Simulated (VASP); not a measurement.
# TaSn (P6/mmm) in VASP: band structure with PBE

Aim: the band structure of TaSn with PBE.

Program: VASP 6.6.1. These are calculated values, not measurements. Logs are shortened: lines on timing, memory, paths and dates and some standing lists are left out, and cuts for length are marked.

## Step 1: Starting point

Symmetry: P6/mmm, No. 191, hexagonal system. Conventional cell: a = 5.793 Å, b = 5.793 Å, c = 4.831 Å, α = 90.00°, β = 90.00°, γ = 120.00°. Around Ta (site symmetry mmm) lie 6 Sn at 2.90 to 2.94 Å and 4 Ta at 2.90 Å. Around Sn (site symmetry -6m2) lie 6 Ta at 2.94 Å and 3 Sn at 3.34 Å. Around Sn (site symmetry 6/mmm) lie 6 Ta at 2.90 Å.

The cell was built by a generator and needn't be a form met in nature.

## Step 2: Band structure, PBE, spin-orbit coupling, no magnetisation

Input file INCAR:

```
SYSTEM = TaSn
PREC     = Accurate       ! precision mode
ENCUT    = 520            ! plane-wave cutoff, eV
EDIFF    = 1E-6           ! SCF threshold, eV
ISMEAR   = 0              ! smearing method
SIGMA    = 0.1            ! smearing width, eV
LREAL    = .FALSE.        ! projectors in reciprocal space
LASPH    = .TRUE.         ! aspherical terms in the spheres
NELM     = 80             ! most SCF steps
ALGO     = Normal         ! electronic algorithm
ISIF     = 2              ! what is computed and relaxed
LWAVE    = .FALSE.        ! write WAVECAR
LCHARG   = .FALSE.        ! write CHGCAR
MAGMOM   = 0 0 0 0 0 0 0 0 0 0 0 0 0 0 0 0 0 0 ! initial moments
LORBIT   = 11             ! projections on sites
LSORBIT  = .TRUE.         ! spin-orbit coupling
GGA_COMPAT= .FALSE.      
LMAXMIX  = 4              ! l up to which the mixer works
GGA      = PE             ! functional
KPAR     = 4
```

Input file KPOINTS:

```
regular mesh
0
G
  6 6 6
  0 0 0
```

Input file POSCAR:

```
TaSn
1.0
    5.7927780000      0.0000000000      0.0000000000
   -2.8963890000      5.0166930000      0.0000000000
    0.0000000000      0.0000000000      4.8311500000
Ta Sn
3 3
Direct
    0.5000000000      0.0000000000      0.0000000000
    0.5000000000      0.5000000000      0.0000000000
    0.0000000000      0.5000000000      0.0000000000
    0.3333330000      0.6666670000      0.5000000000
    0.6666670000      0.3333330000      0.5000000000
    0.0000000000      0.0000000000      0.0000000000
```

Input file KPOINTS_OPT:

```
path GMKGALHA,LM,KH
15
line-mode
reciprocal
 0.0000000000  0.0000000000  0.0000000000  G
 0.5000000000  0.0000000000  0.0000000000  M

 0.5000000000  0.0000000000  0.0000000000  M
 0.3333333333  0.3333333333  0.0000000000  K

 0.3333333333  0.3333333333  0.0000000000  K
 0.0000000000  0.0000000000  0.0000000000  G

 0.0000000000  0.0000000000  0.0000000000  G
 0.0000000000  0.0000000000  0.5000000000  A

 0.0000000000  0.0000000000  0.5000000000  A
 0.5000000000  0.0000000000  0.5000000000  L

 0.5000000000  0.0000000000  0.5000000000  L
 0.3333333333  0.3333333333  0.5000000000  H

 0.3333333333  0.3333333333  0.5000000000  H
 0.0000000000  0.0000000000  0.5000000000  A

 0.5000000000  0.0000000000  0.5000000000  L
 0.5000000000  0.0000000000  0.0000000000  M

 0.3333333333  0.3333333333  0.0000000000  K
 0.3333333333  0.3333333333  0.5000000000  H
```

Potentials or basis: VASP PAW PBE potentials, release 64 (Ta_pv, Sn_d).

Run with:

```
$ cat potpaw_PBE.64/Ta_pv/POTCAR potpaw_PBE.64/Sn_d/POTCAR > POTCAR
$ mpirun -np 4 vasp_ncl > vasp.out
```

OUTCAR:

```text
SYSTEM = TaSn
   PREC = Accurate
   ENCUT = 520
   EDIFF = 1E-6
   ISMEAR = 0
   LREAL = .FALSE.
   LASPH = .TRUE.
   NELM = 80
   ISIF = 2
   LORBIT = 11
   LSORBIT = .TRUE.
   GGA = PE

 ion  position               nearest neighbor table
   1  0.500  0.000  0.000-   6 2.90   6 2.90   2 2.90   2 2.90   3 2.90   3 2.90   5 2.94   5 2.94
                             4 2.94   4 2.94
   2  0.500  0.500  0.000-   3 2.90   3 2.90   6 2.90   1 2.90   1 2.90   6 2.90   5 2.94   5 2.94
                             4 2.94   4 2.94
   3  0.000  0.500  0.000-   2 2.90   2 2.90   6 2.90   6 2.90   1 2.90   1 2.90   5 2.94   5 2.94
                             4 2.94   4 2.94
   4  0.333  0.667  0.500-   3 2.94   3 2.94   1 2.94   1 2.94   2 2.94   2 2.94   5 3.34   5 3.34
                             5 3.34
   5  0.667  0.333  0.500-   3 2.94   3 2.94   1 2.94   1 2.94   2 2.94   2 2.94   4 3.34   4 3.34
                             4 3.34
   6  0.000  0.000  0.000-   1 2.90   1 2.90   3 2.90   3 2.90   2 2.90   2 2.90

  LATTYP: Found a hexagonal cell.
 ALAT       =     5.7927780000
 C/A-ratio  =     0.8339953646

  Lattice vectors:

 A1 = (   5.7927780000,   0.0000000000,   0.0000000000)
 A2 = (  -2.8963890000,   5.0166930000,   0.0000000000)
 A3 = (   0.0000000000,   0.0000000000,   4.8311500000)

Analysis of symmetry for initial positions (statically):
=====================================================================
 Subroutine PRICEL returns:
 Original cell was already a primitive cell.

 Routine SETGRP: Setting up the symmetry group for a
 hexagonal supercell.

 Subroutine GETGRP returns: Found 24 space group operations
 (whereof 24 operations were pure point group operations)
 out of a pool of 24 trial point group operations.

The static configuration has the point symmetry D_6h.

Analysis of symmetry for dynamics (positions and initial velocities):
=====================================================================
 Subroutine PRICEL returns:
 Original cell was already a primitive cell.

 Routine SETGRP: Setting up the symmetry group for a
 hexagonal supercell.

 Subroutine GETGRP returns: Found 24 space group operations
 (whereof 24 operations were pure point group operations)
 out of a pool of 24 trial point group operations.

The dynamic configuration has the point symmetry D_6h.

Analysis of structural, dynamic, and magnetic symmetry:
=====================================================================
 Subroutine PRICEL returns:
 Original cell was already a primitive cell.

 Routine SETGRP: Setting up the symmetry group for a
 hexagonal supercell.

 Subroutine GETGRP returns: Found 24 space group operations
 (whereof 24 operations were pure point group operations)
 out of a pool of 24 trial point group operations.

The overall configuration has the point symmetry D_6h.

 Subroutine INISYM returns: Found 24 space group operations
 (whereof 24 operations are pure point group operations),
 and found     1 'primitive' translations

----------------------------------------------------------------------------------------

                                     Primitive cell

  volume of cell :     140.3961

  direct lattice vectors                    reciprocal lattice vectors
     5.792778000  0.000000000  0.000000000     0.172628746  0.099667251  0.000000000
    -2.896389000  5.016693000  0.000000000     0.000000000  0.199334502  0.000000000
     0.000000000  0.000000000  4.831150000     0.000000000  0.000000000  0.206990054

  length of vectors
     5.792778000  5.792778081  4.831150000     0.199334505  0.199334502  0.206990054

  position of ions in fractional coordinates (direct lattice)
     0.500000000  0.000000000  0.000000000
     0.500000000  0.500000000  0.000000000
     0.000000000  0.500000000  0.000000000
     0.333333000  0.666667000  0.500000000
     0.666667000  0.333333000  0.500000000
     0.000000000  0.000000000  0.000000000

  ion indices of the primitive-cell ions
   primitive index   ion index
                 1           1
[... 113 lines left out ...]
   NGX = 21   NGY = 21   NGZ = 17

 number of electron      75.0000006 magnetization       0.0000000      0.0000000      0.0000000

 number of electron      75.0000006 magnetization      -0.0000000     -0.0000000     -0.0000000

 number of electron      75.0000006 magnetization      -0.0000000      0.0000000      0.0000000

 number of electron      75.0000006 magnetization       0.0000000     -0.0000000     -0.0000000

 Free energy of the ion-electron system (eV)
  ---------------------------------------------------
  ext. energy  EPLUGINS =         0.00000000
  ---------------------------------------------------
  free energy    TOTEN  =       -49.06296388 eV

  energy without entropy =      -49.05367219  energy(sigma->0) =      -49.05831804

 E-fermi :   6.6064     XC(G=0): -10.9293

 val. band max:        6.5828259076   @ k =   0.3333   0.3333   0.1667
 cond. band min:       6.6227445602   @ k =   0.3333   0.3333   0.0000
 fundamental gap:      0.0399186526
 Fermi energy:         6.6063666164

 k-point     1 :       0.0000    0.0000    0.0000
  band No.  band energies     occupation
      1     -33.0495      1.00000
      2     -33.0495      1.00000
      3     -33.0459      1.00000
      4     -33.0459      1.00000
      5     -32.8813      1.00000
      6     -32.8813      1.00000
[... 2149 lines left out ...]
     86       8.7328      0.00000
     87       8.9419      0.00000

 [... further k-points ...]

 [bands above 87 left out]

------------------------ aborting loop because EDIFF is reached ----------------------------------------

  FORCE on cell =-STRESS in cart. coord.  units (eV):
  Direction    XX          YY          ZZ          XY          YZ          ZX
  --------------------------------------------------------------------------------------
  -------------------------------------------------------------------------------------
  Total        0.1456483      0.1456483     -0.0332881      0.0000000      0.0000000     -0.0000000
  in kB        1.6621148      1.6621149     -0.3798782      0.0000000      0.0000000     -0.0000000
  external PRESSURE =       0.9814505 kB  Pullay stress =       0.0000000 kB

 VOLUME and BASIS-vectors are now :
 -----------------------------------------------------------------------------
  energy-cutoff  :      520.00
  volume of cell :      140.40
      direct lattice vectors                 reciprocal lattice vectors
     5.792778000  0.000000000  0.000000000     0.172628746  0.099667251  0.000000000
    -2.896389000  5.016693000  0.000000000     0.000000000  0.199334502  0.000000000
     0.000000000  0.000000000  4.831150000     0.000000000  0.000000000  0.206990054

 POSITION                                       TOTAL-FORCE (eV/Angst)
 -----------------------------------------------------------------------------------
      2.89639      0.00000      0.00000         0.000000      0.000000      0.000000
      1.44819      2.50835      0.00000         0.000000      0.000000      0.000000
     -1.44819      2.50835      0.00000         0.000000      0.000000      0.000000
     -0.00000      3.34446      2.41558         0.000000     -0.000000     -0.000000
      2.89639      1.67223      2.41558        -0.000000     -0.000000      0.000000
      0.00000      0.00000      0.00000         0.000000      0.000000      0.000000
 -----------------------------------------------------------------------------------
    total drift:                                0.000000      0.000000     -0.000000

  FREE ENERGIE OF THE ION-ELECTRON SYSTEM (eV)
  ---------------------------------------------------
  free  energy   TOTEN  =       -49.0629638818 eV

  energy  without entropy=      -49.0536721923  energy(sigma->0) =      -49.05831804

 Spin-Orbit-Coupling matrix elements

 Ion:    1  E_soc:     -1.4472741
 l=   1
     0.0000000    -0.2155584    -0.2153181
    -0.2155584     0.0000000    -0.2131159
    -0.2153181    -0.2131159     0.0000000
 l=   2
     0.0000000    -0.0057858     0.0000000    -0.0064201    -0.0243228
    -0.0057858     0.0000000    -0.0167374    -0.0037013    -0.0045958
     0.0000000    -0.0167374     0.0000000    -0.0152974     0.0000000
    -0.0064201    -0.0037013    -0.0152974     0.0000000    -0.0027840
    -0.0243228    -0.0045958     0.0000000    -0.0027840     0.0000000
 l=   3
     0.0000000     0.0000000     0.0000000     0.0000000     0.0000000     0.0000000     0.0000000
     0.0000000     0.0000000     0.0000000     0.0000000     0.0000000     0.0000000     0.0000000
     0.0000000     0.0000000     0.0000000     0.0000000     0.0000000     0.0000000     0.0000000
     0.0000000     0.0000000     0.0000000     0.0000000     0.0000000     0.0000000     0.0000000
[... 89 lines left out ...]
 l=   2
     0.0000000    -0.0012505     0.0000000    -0.0012505    -0.0041823
    -0.0012505     0.0000000    -0.0036474    -0.0012549    -0.0012505
     0.0000000    -0.0036474     0.0000000    -0.0036474     0.0000000
    -0.0012505    -0.0012549    -0.0036474     0.0000000    -0.0012505
    -0.0041823    -0.0012505     0.0000000    -0.0012505     0.0000000
 l=   3
     0.0000000     0.0000000     0.0000000     0.0000000     0.0000000     0.0000000     0.0000000
     0.0000000     0.0000000     0.0000000     0.0000000     0.0000000     0.0000000     0.0000000
     0.0000000     0.0000000     0.0000000     0.0000000     0.0000000     0.0000000     0.0000000
     0.0000000     0.0000000     0.0000000     0.0000000     0.0000000     0.0000000     0.0000000
     0.0000000     0.0000000     0.0000000     0.0000000     0.0000000     0.0000000     0.0000000
     0.0000000     0.0000000     0.0000000     0.0000000     0.0000000     0.0000000     0.0000000
     0.0000000     0.0000000     0.0000000     0.0000000     0.0000000     0.0000000     0.0000000

 total charge

# of ion       s       p       d       tot
------------------------------------------
    1        0.317   6.151   2.392   8.860
    2        0.317   6.151   2.392   8.860
    3        0.317   6.151   2.392   8.860
    4        1.129   1.264   9.999  12.392
    5        1.129   1.264   9.999  12.392
    6        1.141   1.282   9.990  12.413
--------------------------------------------------
tot          4.350  22.264  37.165  63.778

 magnetization (x)

# of ion       s       p       d       tot
------------------------------------------
    1        0.000   0.000  -0.000  -0.000
    2       -0.000   0.000   0.000  -0.000
    3       -0.000  -0.000  -0.000  -0.000
    4        0.000   0.000   0.000   0.000
    5        0.000   0.000   0.000   0.000
    6        0.000  -0.000   0.000   0.000
--------------------------------------------------
tot          0.000  -0.000  -0.000   0.000

 magnetization (y)

# of ion       s       p       d       tot
------------------------------------------
    1        0.000   0.000   0.000   0.000
    2        0.000   0.000  -0.000  -0.000
    3        0.000  -0.000   0.000   0.000
    4        0.000   0.000   0.000   0.000
    5        0.000   0.000   0.000   0.000
    6       -0.000   0.000  -0.000  -0.000
--------------------------------------------------
tot         -0.000   0.000   0.000   0.000

 magnetization (z)

# of ion       s       p       d       tot
------------------------------------------
    1       -0.000   0.000   0.000  -0.000
    2        0.000  -0.000   0.000   0.000
    3       -0.000   0.000   0.000   0.000
    4        0.000   0.000   0.000   0.000
    5        0.000   0.000   0.000   0.000
    6        0.000   0.000   0.000   0.000
--------------------------------------------------
tot         -0.000   0.000   0.000   0.000
```

Run time: 9.9 min. Hardware: 4 MPI ranks of AMD EPYC 9R45 (Zen 5), shared host; peak memory 1.1 GiB.

Results:

* Free energy: -49.0630 eV
* Pressure: 0.1 GPa
* Valence electrons inside the program's atomic spheres: Ta 8.86; Sn 12.39, 12.41
